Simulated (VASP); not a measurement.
Here is the system:

```
CELL_PARAMETERS angstrom
      0.00000     2.04500     2.04500
      2.04500     0.00000     2.04500
      2.04500     2.04500     0.00000
ATOMIC_POSITIONS crystal
  Ag 0.00000 0.00000 0.00000
```

Method: PBE GGA, VASP's PBE PAW potentials (set 64) (plane waves; VASP). Numerical set-up: 400 eV cut-off, 12×12×12 Γ-centred mesh, first-order Methfessel-Paxton smearing of 0.10 eV, potentials Ag.

Task: Give the stress tensor in GPa (positive for a compressed cell).

Result: 
```
3.99  0.00  0.00
0.00  3.99  0.00
0.00  0.00  3.99
```
The pressure is its mean diagonal, 3.99 GPa.

The compound is Ag in the fcc structure. The cell was not relaxed at this level.
